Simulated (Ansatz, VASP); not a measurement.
**HfO2 in two plane-wave programs**

Aim: how closely do two programs agree when they are given the same cell, functional and k mesh? The cell is taken from a series of runs on this material, whose earlier steps may have relaxed, scaled, displaced or heated it; both programs get it as it stands.

Main program and level: Ansatz 0.2.0; plane waves, with VASP 6.6.1 beside it; zone-centre phonons at LDA.

### 1. The structure

It takes space group P4_2/nmc (No. 137, tetragonal). The conventional cell has a = 3.456 Å, b = 3.456 Å, c = 4.919 Å, α = 90.00°, β = 90.00°, γ = 90.00°. Nearest to O lie 4 Hf at 2.04 to 2.20 Å. Nearest to Hf lie 8 O at 2.04 to 2.20 Å. Farther neighbours and most contacts between anions are not listed.

### 2. Ansatz: zone-centre phonons, LDA

Ansatz runs on its PAW soft_1 files.

Second derivatives magnify differences that forces hide, and they need a tight electronic threshold.

input.yaml reads:

```yaml
crystal:
  lattice:
    - [3.4558753756, 0.0, 0.0]
    - [0.0, 3.4558753756, 0.0]
    - [0.0, 0.0, 4.9194285182]
  atoms:
    - { symbol: O, position: [0.0, 0.5, 0.7220623687] }
    - { symbol: O, position: [0.5, 0.0, 0.7779376313] }
    - { symbol: O, position: [0.5, 0.0, 0.2779376313] }
    - { symbol: O, position: [0.0, 0.5, 0.2220623687] }
    - { symbol: Hf, position: [0.5, 0.5, 0.5] }
    - { symbol: Hf, position: [0.0, 0.0, 0.0] }
kpoints:
  mp_grid: { grid: [8, 8, 6] }
hamiltonian:
  xc: lda
  pseudopotentials: { kind: paw, azcp: { folder: soft_1 }, xc_functional: pbe }
scf:
  occupations: { method: fixed }
output:
  eigenvalues: true
phonons:
  method: dfpt
  dielectric: true
  rigid_motions: translations
```

Command:

```console
> ansatz run input.yaml --threads 8 --pin off --max-ram 16384MiB --backend cpu --events-out ev --progress --plain --runs-dir out
```

Numbers of over 12 decimals in the logs are rounded to 6 here.

Log:

```text
Engine: ansatz 0.2.0, aarch64-unknown-linux-gnu
Pseudopotentials: kind: paw
Pseudopotential: O, paw, valence charge 6, recommended cutoff 420 eV (normal), soft_1/O.paw.azcp
Pseudopotential: Hf, paw, valence charge 26, recommended cutoff 420 eV (normal), soft_1/Hf.paw.azcp
Functional definition: SPW92
  exchange = slater_x
  correlation = pw_c
Crystal: 6 atoms, lattice volume = 58.753 Å³
Basis set: ecut = 420 eV, 1133 PW (Γ), exchange–correlation on 48×48×72 points (8 copies of the dense FFT grid, shifted against one another)
Bands: 46, of which v1, the nominal top of the filled ones, is band 38 counted from 1 (37 counted from 0)
Symmetry: 16 space group operations
k-points: 196 of 384 (irreducible under 1 space group operation, time reversal used)
Non-local potential: O, projectors of the file, l = 0: 2, l = 1: 2, l = 2: 1
Non-local potential: Hf, projectors of the file, l = 0: 3, l = 1: 2, l = 2: 2, l = 3: 3
PAW form: soft (Blöchl's): semilocal exchange-correlation on the pseudo side does not see the compensation charge
PAW frozen core: O, regenerated for the run's functional, and the local potential with it (the file was generated under x = pbe(κ = 0.804, μ = 0.219515), c = pbe(β = 0.066725))
PAW frozen core: Hf, regenerated for the run's functional, and the local potential with it (the file was generated under x = pbe(κ = 0.804, μ = 0.219515), c = pbe(β = 0.066725))
PAW one-centre angular grid: O, 110 points (default); XC on 64 Gauss nodes
PAW one-centre angular grid: Hf, 590 points (default); XC on 64 Gauss nodes
Initial density: superposition of atomic densities (chi_scale 0.1, normalization cell, long waves kept (reshape's long-wave potential 0.00 eV rms))
Initial wavefunctions: pseudopotential atomic-orbital guess
Functional: x = slater, c = lda
SCF iter   1: F=—  HF=-33188.551446 eV  |F-HF|=—  |Δ(HF+E_count)|=         —  Δρ=9.32e-2  dr2=4.06e0  ethr=3.10e-3  ⟨swp⟩=4.2  Hψ=25392  notcnv=0  defer=851
preconditioner: auto → Resta (q_TF=auto, 2.848 Å⁻¹)  ε∞=5.3  [insulator: Δε(μ)=3.780 eV  Ē_g=19.798 eV  n_scr=20 (ndim 8)  ℏωp=41.1 eV  f_vac=0.000  ε∞_Penn≈5.3]
SCF iter   2: F=—  HF=-33187.523733 eV  |F-HF|=—  |Δ(HF+E_count)|=    1.03e0  Δρ=4.54e-2  dr2=1.10e0  ethr=3.10e-3  ⟨swp⟩=2.0  Hψ=18359  notcnv=0  defer=802
SCF iter   3: F=—  HF=-33187.181640 eV  |F-HF|=—  |Δ(HF+E_count)|=   3.42e-1  Δρ=2.17e-2  dr2=2.68e-1  ethr=1.44e-3  ⟨swp⟩=2.0  Hψ=14379  notcnv=0  defer=1142
SCF iter   4: F=—  HF=-33187.033867 eV  |F-HF|=—  |Δ(HF+E_count)|=   1.48e-1  Δρ=7.77e-3  dr2=2.83e-2  ethr=3.53e-4  ⟨swp⟩=2.2  Hψ=16342  notcnv=0  defer=1142
SCF iter   5: F=—  HF=-33187.041348 eV  |F-HF|=—  |Δ(HF+E_count)|=   7.48e-3  Δρ=3.29e-3  dr2=5.25e-3  ethr=3.72e-5  ⟨swp⟩=2.1  Hψ=16207  notcnv=0  defer=1176
SCF iter   6: F=—  HF=-33187.040453 eV  |F-HF|=—  |Δ(HF+E_count)|=   8.95e-4  Δρ=7.04e-4  dr2=2.39e-4  ethr=6.90e-6  ⟨swp⟩=2.0  Hψ=14569  notcnv=0  defer=1175
SCF iter   7: F=—  HF=-33187.040873 eV  |F-HF|=—  |Δ(HF+E_count)|=   4.20e-4  Δρ=4.46e-4  dr2=7.53e-5  ethr=3.14e-7  ⟨swp⟩=2.0  Hψ=14819  notcnv=0  defer=807
SCF iter   8: F=—  HF=-33187.040885 eV  |F-HF|=—  |Δ(HF+E_count)|=   1.12e-5  Δρ=5.76e-5  dr2=9.10e-7  ethr=9.91e-8  ⟨swp⟩=2.1  Hψ=15075  notcnv=0  defer=792
SCF iter   9: F=—  HF=-33187.040888 eV  |F-HF|=—  |Δ(HF+E_count)|=   2.93e-6  Δρ=5.91e-6  dr2=9.24e-9  ethr=1.20e-9  ⟨swp⟩=2.2  Hψ=16865  notcnv=0  defer=788
SCF iter  10: F=-33187.040888 eV  HF=-33187.040888 eV  |F-HF|=1.46e-11  |Δ(HF+E_count)|=   1.29e-8  Δρ=5.41e-7  dr2=7.82e-11  ethr=1.00e-12  ⟨swp⟩=14.1  Hψ=74477  notcnv=0
SCF 1 converged in 10 iterations: F = -33187.040888 eV  dr2 = 7.82e-11
  greatest PAW one-centre occupation: 0.999 electrons in one spin orbital (limit 2), on the Hf atom at site 5 (counted from 0), in its partial waves of l = 3
DFPT response loops at Γ: preconditioner auto → none (the input reference at scf.mixing.eps_inf says where Resta's filter doesn't serve); β = 0.50; Broyden in place of MSR1
── the response to a field inside a basis, on 8×8×6 k-points: an SCF that follows is theirs, and a resumed run solves both again ──
Bands: 39, of which v1, the nominal top of the filled ones, is band 38 counted from 1 (37 counted from 0)
k-points: 30 of 384
Initial density: handed on by an earlier stage of this run
Initial wavefunctions: pseudopotential atomic-orbital guess (no wavefunctions were taken with the density)
Eigensolver: Dense (30 Hₖ)
SCF iter   1: F=—  HF=-33186.989287 eV  |F-HF|=—  |Δ(HF+E_count)|=         —  Δρ=4.51e-4  dr2=2.29e-5  ethr=1.00e-1
preconditioner: auto → Resta (q_TF=auto, 2.848 Å⁻¹)  ε∞=7.1  [insulator: Δε(μ)=4.535 eV  Ē_g=16.593 eV  n_scr=20 (ndim 8)  ℏωp=41.1 eV  f_vac=0.050  ε∞_Penn≈7.1]
SCF iter   2: F=—  HF=-33186.989274 eV  |F-HF|=—  |Δ(HF+E_count)|=   1.25e-5  Δρ=2.20e-4  dr2=1.10e-5  ethr=3.01e-8
SCF iter   3: F=—  HF=-33186.989273 eV  |F-HF|=—  |Δ(HF+E_count)|=   1.83e-6  Δρ=1.18e-4  dr2=2.25e-6  ethr=1.44e-8
SCF iter   4: F=—  HF=-33186.989272 eV  |F-HF|=—  |Δ(HF+E_count)|=   4.90e-7  Δρ=1.42e-5  dr2=4.77e-8  ethr=2.96e-9
SCF iter   5: F=-33186.989272 eV  HF=-33186.989272 eV  |F-HF|=7.81e-9  |Δ(HF+E_count)|=   5.86e-9  Δρ=5.74e-6  dr2=9.97e-9  ethr=6.28e-11
SCF 1 converged in 5 iterations: F = -33186.989272 eV  dr2 = 9.97e-9
  greatest PAW one-centre occupation: 0.999 electrons in one spin orbital (limit 2), on the Hf atom at site 4 (counted from 0), in its partial waves of l = 3
DFPT response loops at Γ: mixed as the last ones told, above
SCF converged after 10 iterations
Free energy (F): -33187.040888 eV
Harris-Foulkes:  -33187.040888 eV  (|F-HF|=1.46e-11)
Internal energy: -33187.040888 eV  (E = F + TS)
E sigma→0 (E₀):  -33187.040888 eV
Fermi energy:    16.083112 eV
--- Per-component energies (eV) ---
  E_band       = 153.489613
  E_kinetic    = 1502.660519
  E_local      = -13394.672134  (includes V_loc(G=0)·N_el)
  E_nonlocal   = 378.027496
  E_hartree    = 6438.585246
  E_xc         = -815.848553
  E_vxc        = -879.294429  (∫ρ·V_xc dr)
  E_paw        = -15527.617558  (= ΣΔE_a)
  E_vpaw       = -330.406523  (= ΣTr[D̂ρ^β])
  E_aug_tail   = 0.003423  (compensation charges beyond the density's cutoff)
  E_ewald      = -11773.481188
  E_core_change = 5.301862  (= ΣΔE_core)
  E_smearing   = -0.000000  (= −TS)
  E_closure    = -0.000000  (closes the sum)
  Σ components = -33187.040888   (vs F -33187.040888, Δ=0.00e0)
--- Band table (eV; the first three rows and the last of 196) ---
  k-point 0: bands = [... 34 lower, 15.7422, 15.7422, 15.7676, 15.9259, 20.3948, 20.4394, 21.0238, 22.3518, ... 4 higher]
  k-point 1: bands = [... 34 lower, 14.9700, 15.5590, 15.7636, 15.7636, 20.5424, 20.5665, 21.2099, 22.1877, ... 4 higher]
  k-point 2: bands = [... 34 lower, 15.2961, 15.2961, 15.7944, 15.7944, 20.8374, 20.9951, 21.4685, 21.7754, ... 4 higher]
  k-point 195: bands = [... 34 lower, 14.6017, 14.6017, 16.0785, 16.0785, 21.8014, 21.8014, 21.9990, 21.9990, ... 4 higher]
--- Phonons (Γ-DFPT): 5 representative perturbations + reference, on 196 of 384 k-points (Σ response iterations 20) ---
  k mesh reduced under 1 symmetry operation, with k and −k counted as one. Each operation leaves every solved perturbation unchanged. A smaller set is not considered because the run solves the response to a homogeneous field
  ASR residual: 6.696e-5 → 0.000e0 eV/Å²; symmetrization residual: 1.567e-5 eV/Å²
  ASR residual per site (eV/Å²): 4.26e-5 4.26e-5 4.26e-5 4.26e-5 6.70e-5 6.70e-5
  Γ frequencies (cm⁻¹): 0.00 0.00 0.00 124.98 124.98 225.08 228.97 228.97 271.13 351.70 478.45 478.45 562.22 562.22 667.15 719.61 719.61 753.59
  ε∞ (high-frequency dielectric tensor):
        5.400112     0.000000    -0.000000
        0.000000     5.400112     0.000000
       -0.000000     0.000000     5.165316
  ε⁰ (static dielectric tensor: ions relaxed, cell fixed):
       28.510297    -0.000000    -0.000000
       -0.000000    28.510297     0.000000
       -0.000000     0.000000    19.233386
  ε⁰ − ε∞ (ionic part):
       23.110185    -0.000000    -0.000000
       -0.000000    23.110185     0.000000
       -0.000000     0.000000    14.068071
  softest optical mode at Γ: 124.98 cm⁻¹; the repairs (sum rule, projections) moved no ω² at Γ by more than (2.35 cm⁻¹)²
  Born effective charges Z* (e; rows j = field, columns β = displacement):
    site 0:
        -3.20034   -0.00000   -0.00000
        -0.00000   -2.40767   -0.00000
        -0.00000    0.00000   -2.65466
    site 1:
        -3.20034   -0.00000   -0.00000
        -0.00000   -2.40767   -0.00000
         0.00000    0.00000   -2.65466
    site 2:
        -2.40767   -0.00000   -0.00000
        -0.00000   -3.20034   -0.00000
         0.00000   -0.00000   -2.65466
    site 3:
        -2.40767   -0.00000   -0.00000
        -0.00000   -3.20034   -0.00000
         0.00000   -0.00000   -2.65466
    site 4:
         5.60801    0.00000    0.00000
         0.00000    5.60801    0.00000
        -0.00000    0.00000    5.30932
    site 5:
[...]
Z* charge neutrality: 2.713e-3 e pre-enforcement
  solved inside a basis spanned on kpoints, on 8×8×6 k-points, its susceptibility summed on 12×12×8: ε∞ is read to err by 1.4e-2, Z* by 2.8e-2 e (field_mesh: kpoints solves on kpoints); Z* is corrected for what the basis lacks
  optical modes at Γ without the LO–TO term, one row a degenerate level:
      ω (cm⁻¹)  modes    IR ((D/Å)²/amu)
[...]
optical modes at Γ + LO–TO along q̂ = [1.0000, 0.0000, 0.0000]:
      ω (cm⁻¹)  modes    IR ((D/Å)²/amu)
[...]
optical modes at Γ + LO–TO along q̂ = [0.0000, 1.0000, 0.0000]:
      ω (cm⁻¹)  modes    IR ((D/Å)²/amu)
[...]
optical modes at Γ + LO–TO along q̂ = [0.0000, 0.0000, 1.0000]:
      ω (cm⁻¹)  modes    IR ((D/Å)²/amu)
[...]
228.97      2            54.2705
        271.13      1             0.0000
        478.45      2            54.5041
        562.22      2             0.0000
        667.15      1             0.0000
        678.67      1            47.9361
        719.61      2             0.0000
        753.59      1             0.0000
```

The column dr2 measures how far the density is from self-consistency, as an energy; F and HF (Harris–Foulkes) agree once it is small.

[end of part 1 of 3]

[Lines on the potential files, build, host, timing and source positions are cut from VASP's logs without a mark.]

[Logs are printed without paths, hosts, clocks, repeated set-up lines and the standing remarks that a program may print on its own settings, such as how far it seeks lower states.]

[Hosts, paths, dates, database ids (printed as entryN), source tags and the programs' standing remarks are cut or masked in the printed files.]
